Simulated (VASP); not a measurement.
Energy against volume of NaI (rock salt). These are revTPSS meta-GGA, VASP's PBE PAW potentials (set 64) (plane waves; VASP 6.6.1) values and carry that method's errors. Run with 520 eV cut-off, 7×7×7 Γ-centred mesh, Gaussian smearing of 0.050 eV, potentials Na_pv I.

```csv
V (Å³/atom),E (eV/atom)
31.941,6.53018
32.961,6.52439
33.980,6.52222
34.999,6.52313
```

Fit these four points and predict the energy of the run at 36.019 Å³/atom.

A cubic in V^(−2/3), the third-order Birch-Murnaghan form, passes through the four points with V0 = 34.16 Å³/atom and B0 = 16 GPa, and gives 6.5267 eV/atom there. The run gave 6.5266 eV/atom, -0.1 meV/atom from the fit; all five points give B0 = 16 GPa.

The compound is NaI in the rock salt structure. It was relaxed first.
